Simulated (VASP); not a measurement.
OSZICAR of a VASP run on NiO (relaxed from the rocksalt structure, space group Fm-3m):

OSZICAR:
```
       N       E                     dE             d eps       ncg     rms          rms(c)
DAV:   1     0.665217953566E+02    0.66522E+02   -0.83665E+03  2492   0.172E+03
DAV:   2    -0.202764640468E+02   -0.86798E+02   -0.76125E+02  2609   0.282E+02
DAV:   3    -0.246978782968E+02   -0.44214E+01   -0.42858E+01  2729   0.710E+01
DAV:   4    -0.247374004669E+02   -0.39522E-01   -0.39501E-01  2694   0.653E+00
DAV:   5    -0.247382340905E+02   -0.83362E-03   -0.83361E-03  2700   0.990E-01    0.179E+01
DAV:   6    -0.198035272432E+02    0.49347E+01   -0.20652E+01  2609   0.101E+02    0.192E+01
DAV:   7    -0.197138878410E+02    0.89639E-01   -0.32539E+00  2872   0.562E+01    0.977E+00
DAV:   8    -0.198969920719E+02   -0.18310E+00   -0.28108E-01  2741   0.776E+00    0.603E+00
DAV:   9    -0.199002212778E+02   -0.32292E-02   -0.36272E-02  3362   0.443E+00    0.972E-01
DAV:  10    -0.198975748476E+02    0.26464E-02   -0.38666E-02  2720   0.396E+00    0.446E-01
DAV:  11    -0.198990063605E+02   -0.14315E-02   -0.53040E-03  3026   0.144E+00    0.143E-01
DAV:  12    -0.198990429027E+02   -0.36542E-04   -0.40902E-04  2545   0.302E-01    0.233E-02
DAV:  13    -0.198990776541E+02   -0.34751E-04   -0.41992E-05  2709   0.931E-02    0.127E-02
DAV:  14    -0.198990778784E+02   -0.22427E-06   -0.11771E-05  2874   0.585E-02    0.677E-03
DAV:  15    -0.198990807122E+02   -0.28338E-05   -0.27162E-06  2178   0.284E-02    0.182E-03
DAV:  16    -0.198990810900E+02   -0.37772E-06   -0.15517E-07  1222   0.559E-03
   1 F= -.19899081E+02 E0= -.19899081E+02  d E =-.198991E+02  mag=     2.0000
       N       E                     dE             d eps       ncg     rms          rms(c)
DAV:   1    -0.280484782634E+02   -0.81494E+01   -0.15093E+02  2449   0.234E+02    0.249E+01
DAV:   2    -0.207402852299E+02    0.73082E+01   -0.47967E+01  2814   0.162E+02    0.224E+01
DAV:   3    -0.201728633245E+02    0.56742E+00   -0.60245E+00  3040   0.512E+01    0.864E+00
DAV:   4    -0.199997998397E+02    0.17306E+00   -0.13879E+00  3117   0.188E+01    0.453E+00
DAV:   5    -0.199494872018E+02    0.50313E-01   -0.12451E-01  3329   0.876E+00    0.193E+00
DAV:   6    -0.199334729624E+02    0.16014E-01   -0.12674E-01  3612   0.697E+00    0.873E-01
DAV:   7    -0.199236292536E+02    0.98437E-02   -0.28012E-02  3595   0.432E+00    0.251E-01
DAV:   8    -0.199240835048E+02   -0.45425E-03   -0.68798E-03  2721   0.124E+00    0.190E-01
DAV:   9    -0.199240106666E+02    0.72838E-04   -0.41577E-04  3538   0.480E-01    0.727E-02
DAV:  10    -0.199240274412E+02   -0.16775E-04   -0.19159E-04  3203   0.180E-01    0.161E-02
DAV:  11    -0.199240204633E+02    0.69779E-05   -0.10227E-05  2496   0.384E-02    0.914E-03
DAV:  12    -0.199240229480E+02   -0.24847E-05   -0.10049E-06  1430   0.200E-02    0.487E-03
DAV:  13    -0.199240223838E+02    0.56423E-06   -0.34883E-07  1232   0.686E-03
   2 F= -.19924022E+02 E0= -.19924022E+02  d E =-.249413E-01  mag=     2.0000
       N       E                     dE             d eps       ncg     rms          rms(c)
DAV:   1    -0.222100296000E+02   -0.22860E+01   -0.32944E+01  2644   0.105E+02    0.109E+01
DAV:   2    -0.202098351224E+02    0.20002E+01   -0.55049E+00  2777   0.490E+01    0.609E+00
DAV:   3    -0.201065609549E+02    0.10327E+00   -0.22342E-01  2572   0.702E+00    0.426E+00
DAV:   4    -0.201224654372E+02   -0.15904E-01   -0.22192E-02  2529   0.209E+00    0.126E+00
DAV:   5    -0.201081359173E+02    0.14330E-01   -0.75733E-03  3718   0.231E+00    0.432E-01
DAV:   6    -0.201065006207E+02    0.16353E-02   -0.53402E-03  2959   0.125E+00    0.164E-01
DAV:   7    -0.201065443849E+02   -0.43764E-04   -0.62015E-04  3354   0.451E-01    0.114E-01
DAV:   8    -0.201064496562E+02    0.94729E-04   -0.17314E-04  3156   0.215E-01    0.337E-02
DAV:   9    -0.201065589323E+02   -0.10928E-03   -0.45567E-05  2465   0.913E-02    0.760E-03
DAV:  10    -0.201065597716E+02   -0.83936E-06   -0.25603E-06  2544   0.193E-02
   3 F= -.20106560E+02 E0= -.20106560E+02  d E =-.207479E+00  mag=     2.0000
       N       E                     dE             d eps       ncg     rms          rms(c)
DAV:   1    -0.201073908740E+02   -0.83194E-03   -0.13326E-02  2574   0.215E+00    0.212E-01
DAV:   2    -0.201066360548E+02    0.75482E-03   -0.19085E-03  2837   0.102E+00    0.128E-01
DAV:   3    -0.201066325187E+02    0.35361E-05   -0.85314E-05  2452   0.113E-01    0.866E-02
DAV:   4    -0.201066245025E+02    0.80162E-05   -0.93396E-06  2499   0.344E-02    0.269E-02
DAV:   5    -0.201066187281E+02    0.57744E-05   -0.12782E-06  1809   0.382E-02    0.985E-03
DAV:   6    -0.201066158214E+02    0.29067E-05   -0.24880E-06  1797   0.245E-02    0.313E-03
DAV:   7    -0.201066169600E+02   -0.11386E-05   -0.29844E-07  1222   0.100E-02    0.199E-03
DAV:   8    -0.201066167830E+02    0.17698E-06   -0.93635E-08  1222   0.484E-03
   4 F= -.20106617E+02 E0= -.20106617E+02  d E =-.207536E+00  mag=     2.0000
```

**Question.** Which electronic solver shows in the log?

**Answer.** It is blocked Davidson (ALGO = Normal, or the opening steps of other solvers). The INCAR had ALGO = Normal.

**Question.** How was spin treated?

**Answer.** Collinear spin (ISPIN = 2): the summary line carries one mag value, 2.00 μB in the cell.

**Question.** Can the final energy be trusted as converged?

**Answer.** The calculation finished and met its thresholds. It stopped with EDIFF = 1E-6, NELM = 100, NSW = 60 and EDIFFG = -0.01 after 4 ionic steps (r2SCAN meta-GGA, plane waves, VASP's PBE PAW potentials (set 64)). Energy and stress use the plane-wave basis of the starting cell. The moments were started parallel, and other spin orders were not tried in this run.

The structure was generated: NiO was put into the rocksalt type (Fm-3m), which need not be its known phase. This run relaxes it. Symmetry was kept, so distortions that lower it aren't found.
